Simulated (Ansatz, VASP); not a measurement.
# MgB in two plane-wave programs, part 2 of 2

Aim: how closely do two programs agree when they are given the same cell, functional and k mesh? The cell is invented: As first built, before any earlier steps moved the atoms (in the runner's words): it takes the MgAl structure with some of its atoms replaced by other elements, volume scaled by an estimate. It may not be a known or stable phase. The cell is taken from a series of VASP runs on this material, whose earlier steps may have relaxed, scaled or displaced it; both programs get it as it stands.

VASP 6.6.1 and Ansatz 0.2.0.

So far. Step 5 (VASP: band structure, LDA): The PAW data sets were made with PBE, though LDA sets exist; this is a small mismatch. At this level the cell is under a tension of 4.2 GPa, so at these settings it is away from equilibrium.

### 6. Ansatz: band structure, LDA

Level of this step: Ansatz beside VASP: Kohn-Sham DFT, plane waves, LDA (Ansatz).

The same cell, functional (in two slightly different forms), mesh and smearing now go to Ansatz, which takes its cutoff from its data sets.

The cell is taken from a series of VASP runs on this material, whose earlier steps may have relaxed, scaled or displaced it; both programs get it as it stands.

input.yaml reads:

```yaml
crystal:
  lattice:
    - [2.8941936783, 0.0, 0.0]
    - [0.0, 2.8941936783, 0.0]
    - [0.0, 0.0, 2.8941936783]
  atoms:
    - { symbol: Mg, position: [0.5, 0.5, 0.5] }
    - { symbol: B, position: [0.0, 0.0, 0.0] }
hamiltonian:
  xc: lda
  pseudopotentials: { kind: paw }
kpoints:
  mp_grid: { grid: [5, 5, 5] }
  band_path:
    path:
      - [0.0, 0.0, 0.0]
      - [0.0, 0.1, 0.0]
      - [0.0, 0.2, 0.0]
      - [0.0, 0.3, 0.0]
      - [0.0, 0.43333, 0.0]
      - [0.0, 0.5, 0.0]
      - [0.1, 0.5, 0.0]
      - [0.2, 0.5, 0.0]
      - [0.33333, 0.5, 0.0]
      - [0.43333, 0.5, 0.0]
      - [0.5, 0.5, 0.0]
      - [0.36667, 0.36667, 0.0]
      - [0.26667, 0.26667, 0.0]
      - [0.16667, 0.16667, 0.0]
      - [0.06667, 0.06667, 0.0]
      - [0.03333, 0.03333, 0.03333]
      - [0.13333, 0.13333, 0.13333]
      - [0.23333, 0.23333, 0.23333]
      - [0.33333, 0.33333, 0.33333]
      - [0.46667, 0.46667, 0.46667]
      - [0.46667, 0.5, 0.46667]
      - [0.36667, 0.5, 0.36667]
      - [0.23333, 0.5, 0.23333]
      - [0.13333, 0.5, 0.13333]
      - [0.03333, 0.5, 0.03333]
      - [0.5, 0.5, 0.03333]
      - [0.5, 0.5, 0.16667]
      - [0.5, 0.5, 0.26667]
      - [0.5, 0.5, 0.36667]
      - [0.5, 0.5, 0.5]
    npoints: 1
scf:
  occupations: { method: gaussian, width: 0.02 }
  n_extra_bands: 7
output:
  forces: true
  stress: true
  eigenvalues: true
```

On the command line:

```console
ansatz run input.yaml --threads 2 --pin off --max-ram 4608MiB --backend cpu --events-out ev --progress --plain --runs-dir out
```

Numbers of over 12 decimals in the logs are rounded to 6 here.

The log of the run:

```text
[...]
Crystal: 2 atoms, lattice volume = 24.243 Å³
Basis set: ecut = 420 eV, 461 PW (Γ)
Bands: 14, of which v1, the nominal top of the filled ones, is band 7 counted from 1 (6 counted from 0)
Symmetry: 48 space group operations
[...]
k-points: 10 of 125
[...]
k-point 0: bands = [... 3 lower, -33.7191, -2.4818, 10.6708, 10.6708, 10.6708, 15.2334, 15.2334, 17.1034, ... 3 higher]
  k-point 1: bands = [... 3 lower, -33.7174, -1.8504, 7.3880, 11.0109, 11.0109, 15.9353, 17.0151, 19.0648, ... 3 higher]
  k-point 2: bands = [... 3 lower, -33.7147, -0.0784, 3.4880, 11.6843, 11.6843, 17.9850, 18.3035, 19.9945, ... 3 higher]
  k-point 9: bands = [... 3 lower, -33.7565, 4.2139, 6.9134, 6.9134, 8.1025, 13.0487, 13.0487, 13.0735, ... 3 higher]
[key lines of the parts left out:]
SCF converged after 6 iterations
Free energy (F): -2049.641871 eV
Fermi energy:    8.219876 eV
P = ⅓ Tr σ = -4.5255 GPa (-45.255 kbar)
```

Elapsed: 0.66 s, on 2 threads of Arm Neoverse V2, shared host; peak memory 0.23 GiB; 0.69 s of CPU time.

### 7. Side by side

What differs besides the data sets and the points named for the pairs above, as far as they apply: the two LDA forms differ slightly; Ansatz makes its cores anew for this functional, VASP keeps those of its PBE data sets; VASP's log shows a relativistic correction to its local exchange, Ansatz's none. Total energies have different zeros and are not compared.

The two programs side by side:

```tsv
quantity	Ansatz	VASP	difference
pressure (GPa)	-4.53	-4.18	-0.34
pressure without Ansatz's Pulay correction (GPa)	-4.62	-4.18	-0.43
```

Levels from 3 eV below to 2 eV above the Fermi level differ by 11 meV r.m.s. and 18 meV at most; each VASP level is matched to the nearest of Ansatz, which flatters the figure a little. Ansatz's pressure holds a Pulay correction of 0.09 GPa; VASP's holds none.

### 8. Ansatz: band structure, PBEsol

A single point gives forces, pressure and levels at one fixed geometry, so differences don't come from the geometry; what else differs is listed under the comparison.

The cell is taken from a series of VASP runs on this material, whose earlier steps may have relaxed, scaled or displaced it; both programs get it as it stands.

input.yaml, as its differences from that of step 6:

```diff
@@ -9,3 +9,3 @@
 hamiltonian:
-  xc: lda
+  xc: pbesol
   pseudopotentials: { kind: paw }
@@ -53 +53,5 @@
   eigenvalues: true
+  write_density: true
+  write_potential: true
+  elf: true
+  volumetric_format: npy
```

The log of the run:

```text
[...]
Crystal: 2 atoms, lattice volume = 24.243 Å³
Basis set: ecut = 420 eV, 461 PW (Γ), exchange–correlation on 40×40×40 points (8 copies of the dense FFT grid, shifted against one another)
Bands: 14, of which v1, the nominal top of the filled ones, is band 7 counted from 1 (6 counted from 0)
Symmetry: 48 space group operations
[...]
k-points: 10 of 125
[...]
k-point 0: bands = [... 3 lower, -33.3510, -2.3981, 10.8845, 10.8845, 10.8845, 15.3452, 15.3452, 17.3427, ... 3 higher]
  k-point 1: bands = [... 3 lower, -33.3493, -1.7658, 7.5444, 11.2295, 11.2295, 16.0500, 17.2003, 19.3495, ... 3 higher]
  k-point 2: bands = [... 3 lower, -33.3466, 0.0036, 3.6240, 11.9143, 11.9143, 18.1198, 18.5118, 20.3475, ... 3 higher]
  k-point 9: bands = [... 3 lower, -33.3884, 4.3091, 7.0637, 7.0637, 8.2311, 13.2198, 13.2198, 13.2783, ... 3 higher]
[key lines of the parts left out:]
SCF converged after 6 iterations
Free energy (F): -2063.023336 eV
Fermi energy:    8.382131 eV
P = ⅓ Tr σ = -1.2909 GPa (-12.909 kbar)
```

Run time: 0.73 s. Hardware: 2 threads; peak memory 0.23 GiB.

### 9. VASP: band structure, PBEsol

The same cell, functional, mesh and smearing now go to VASP, with its own data sets and cutoff.

INCAR reads:

```
SYSTEM = MgB
PREC = Accurate
ENCUT = 420
EDIFF = 1E-06
NELM = 100
ISMEAR = 0
SIGMA = 0.02
LREAL = .FALSE.
ALGO = Normal
GGA = PS
LORBIT = 11
LWAVE = .FALSE.
LCHARG = .FALSE.
KPAR = 4
```

POSCAR reads:

```
MgB
1.0
    2.8941936783      0.0000000000      0.0000000000
    0.0000000000      2.8941936783      0.0000000000
    0.0000000000      0.0000000000      2.8941936783
Mg B
1 1
Direct
    0.5000000000      0.5000000000      0.5000000000
    0.0000000000      0.0000000000      0.0000000000
```

KPOINTS reads:

```
Automatic mesh
0
Gamma
5 5 5
0 0 0
```

KPOINTS_OPT reads:

```
Line mode
16
Line-mode
Reciprocal
  0.00000000   0.00000000   0.00000000 GAMMA
  0.00000000   0.50000000   0.00000000 X

  0.00000000   0.50000000   0.00000000 X
  0.50000000   0.50000000   0.00000000 M

  0.50000000   0.50000000   0.00000000 M
  0.00000000   0.00000000   0.00000000 GAMMA

  0.00000000   0.00000000   0.00000000 GAMMA
  0.50000000   0.50000000   0.50000000 R

  0.50000000   0.50000000   0.50000000 R
  0.00000000   0.50000000   0.00000000 X

  0.50000000   0.50000000   0.00000000 M
  0.50000000   0.50000000   0.50000000 R
```

PAW data sets: Mg and B (PBE family, release 64).

On the command line:

```console
mpirun -np 4 vasp_std
```

The log of the run:

```text
[banner, memory and clock lines left out]
running    4 mpi-ranks, on    1 nodes
[...]
[... a notice as in an earlier step ...]

 LDA part: xc-table for (Slater+PW92), standard interpolation
 POSCAR, INCAR and KPOINTS ok, starting setup
[...]
entering main loop
       N       E                     dE             d eps       ncg     rms          rms(c)
DAV:   1    -0.127305626828E+01   -0.12731E+01   -0.15381E+03   120   0.514E+02
DAV:   2    -0.717221410789E+01   -0.58992E+01   -0.54859E+01   162   0.518E+01
DAV:   3    -0.725433885738E+01   -0.82125E-01   -0.82125E-01   156   0.776E+00
DAV:   4    -0.725484031385E+01   -0.50146E-03   -0.50146E-03   180   0.530E-01
[...]
DAV:   9    -0.708187478679E+01    0.96094E-05   -0.15900E-05   156   0.312E-02    0.159E-02
DAV:  10    -0.708187585344E+01   -0.10667E-05   -0.34164E-07   150   0.670E-03    0.907E-04
DAV:  11    -0.708187580014E+01    0.53297E-07   -0.46922E-08   108   0.147E-03
   1 F= -.70818758E+01 E0= -.70814098E+01  d E =-.931948E-03
 Start KPOINTS_OPT (optional k-point list driver)
k-point batch [1-10\96]
       N       E                     dE             ncg
DAV:   1     0.896219880458E+02   -0.21083E+03      120
DAV:   2     0.173160560194E+02   -0.72306E+02      174
DAV:   3     0.163373166481E+02   -0.97874E+00      150
DAV:   4     0.163355062257E+02   -0.18104E-02      192
DAV:   5     0.163355052291E+02   -0.99660E-06      126
[...]
k-point batch [91-96\96]
       N       E                     dE             ncg
DAV:   1     0.887993421920E+03   -0.12541E+04       72
DAV:   2     0.860871802338E+03   -0.27122E+02       84
DAV:   3     0.860122374628E+03   -0.74943E+00       84
DAV:   4     0.860120284329E+03   -0.20903E-02      102
DAV:   5     0.860120279728E+03   -0.46002E-05       78
DAV:   6     0.860120279722E+03   -0.65347E-08       78
```

Parts of OUTCAR (step 9):

```text
  Total       -0.1966015     -0.1966015     -0.1966015     -0.0000000      0.0000000      0.0000000
  in kB      -12.9931568    -12.9931568    -12.9931568     -0.0000000      0.0000000      0.0000000
  external PRESSURE =     -12.9931568 kB  Pullay stress =       0.0000000 kB

  FREE ENERGIE OF THE ION-ELECTRON SYSTEM (eV)
  ---------------------------------------------------
  free  energy   TOTEN  =        -7.0818758001 eV

  energy  without entropy=       -7.0809438520  energy(sigma->0) =       -7.08140983

[... 3 parts as in an earlier step ...]

[... 1 further part left out ...]
[key lines of the parts left out:]
E-fermi :   4.5896
```

The run ends at a pressure of -1.30 GPa.

### 10. Side by side

Both answers:

```tsv
quantity	Ansatz	VASP	difference
pressure (GPa)	-1.29	-1.30	+0.01
pressure without Ansatz's Pulay correction (GPa)	-1.37	-1.30	-0.07
```

Levels from 3 eV below to 2 eV above the Fermi level differ by 6 meV r.m.s. and 11 meV at most; each VASP level is matched to the nearest of Ansatz, which flatters the figure a little. Ansatz's pressure holds a Pulay correction of 0.08 GPa; VASP's holds none.

### 11. Results

```yaml
r_m_s_difference_of_levels_near_the_fermi_level_band_structure_pbe: 4 meV
r_m_s_difference_of_levels_near_the_fermi_level_band_structure_lda: 11 meV
r_m_s_difference_of_levels_near_the_fermi_level_band_structure_pbesol: 6.0 meV
```

**Reading.** The r.m.s. difference of levels near the Fermi level is 11 meV (band structure, LDA), within the 80 meV picked in this series as the mark of a large difference. 1 further run of this series is not shown here. Such differences can come from data sets, numerical settings and the points named under the comparisons, not from the functional's error against experiment.

[Lines on the potential files, build, host, timing and source positions are cut from VASP's logs without a mark.]

[Logs are printed without paths, hosts, clocks, repeated set-up lines and the standing remarks that a program may print on its own settings, such as how far it seeks lower states.]

[Hosts, paths, dates, database ids (printed as entryN), source tags and the programs' standing remarks are cut or masked in the printed files.]

[VASP's PBE data sets in a run with another functional are called a small mismatch above; for pressures it isn't always small: they can move by 1 GPa and more.]
